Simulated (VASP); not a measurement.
```
CELL_PARAMETERS angstrom
      3.97148    -2.18515    -0.01366
      3.97148     2.18515    -0.01366
      2.78154     0.00000     3.57921
ATOMIC_POSITIONS crystal
  Sb 0.23425 0.23425 0.23425
  Sb 0.76575 0.76575 0.76575
```

Computed with rev-vdW-DF2, VASP's PBE PAW potentials (set 64) (plane waves; VASP). Numerical set-up: 520 eV cut-off, 8×8×8 Γ-centred mesh, tetrahedra with Blöchl corrections, potentials Sb.

Unless said otherwise, spin-orbit coupling is left out, though it shifts the bands of the heavy elements here.

Problem. What does the run give for the energy per atom (σ→0), band gap (on the k-mesh) with the smallest direct gap where there is one?

Solution. 
```
Property                                                     Value
------------------------  ----------------------------------------
band gap (on the k-mesh)  none (metal, semimetal or under 0.01 eV)
energy per atom (σ→0)                               -2.463 eV/atom
```

Total energies compare only between runs with the same potentials, cut-off and functional.

The compound is Sb in the a7 structure. It was relaxed first.
